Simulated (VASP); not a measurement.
The system is NiGe2O3.

```
Ni Ge O
1.0
     3.24000    0.00000    0.00000
    -1.62000    2.80592    0.00000
     0.00000    0.00000    7.93000
Ni Ge O
1 2 3
Direct
  0.00000 0.00000 0.00000
  0.66667 0.33333 0.35000
  0.33333 0.66667 0.65000
  0.66667 0.33333 0.85000
  0.33333 0.66667 0.15000
  0.00000 0.00000 0.50000
```

The cell was built by a generator and needn't be a form met in nature.

```yaml
Program: VASP 6.6.1
Task: relaxation of cell and atoms
Functional: PBE
Potentials_or_basis: VASP PAW PBE potentials, release 64 (Ni, Ge_d, O)
Cutoff: 520 eV
k_mesh: 5 × 5 × 2
Occupations: gaussian, width 0.15 eV
Spin: collinear spin, ferromagnetic start
Starting_moments: "[1.0, 0.0, 0.0, 0.0, 0.0, 0.0] μB"
```

At the start: pressure 3.5 GPa; volume 12.02 Å³/atom.

Question: How do energy, volume and symmetry change on relaxing?

Answer: Over 13 steps the energy falls by 152.5 meV/atom and the volume is 12.00 Å³/atom (-0.1 %); space group P-3m1 (No. 164, to 0.05 Å); moment 2.00 μB per cell.

Step by step:
```csv
step,energy change (eV),largest force (eV/Å),pressure (GPa),volume (Å³)
1,0.0000,3.4597,3.49,72.09
2,-0.7263,0.9692,-4.07,74.85
3,-0.7620,0.5087,-5.84,75.64
4,-0.8649,0.5912,1.01,70.96
5,-0.8669,0.5873,0.38,71.30
6,-0.8664,0.5919,2.19,71.18
7,-0.8904,0.3190,-2.15,72.95
8,-0.8905,0.3516,-1.32,72.73
9,-0.8906,0.3286,-2.25,72.84
10,-0.9101,0.2011,-0.60,72.27
11,-0.9109,0.2261,-0.13,72.17
12,-0.9150,0.0241,0.84,72.02
13,-0.9150,0.0575,-0.45,72.02
```

Final structure:
```cif
data_structure
_symmetry_space_group_name_H-M 'P 1'
_symmetry_Int_Tables_number 1
_cell_length_a 3.2564
_cell_length_b 3.2564
_cell_length_c 7.8419
_cell_angle_alpha 90.000
_cell_angle_beta 90.000
_cell_angle_gamma 120.000
_cell_volume 72.02
loop_
_atom_site_label
_atom_site_type_symbol
_atom_site_fract_x
_atom_site_fract_y
_atom_site_fract_z
_atom_site_occupancy
Ni1 Ni 0.00000 0.00000 0.00000 1
Ge1 Ge 0.66667 0.33333 0.31675 1
Ge2 Ge 0.33333 0.66667 0.68325 1
O1 O 0.66667 0.33333 0.86192 1
O2 O 0.33333 0.66667 0.13808 1
O3 O 0.00000 0.00000 0.50000 1
```

Caveat: the k mesh is coarse (spacing up to 0.45 Å⁻¹), so the values aren't converged; a cell with one magnetic atom can't hold antiferromagnetic order, which such compounds often take.
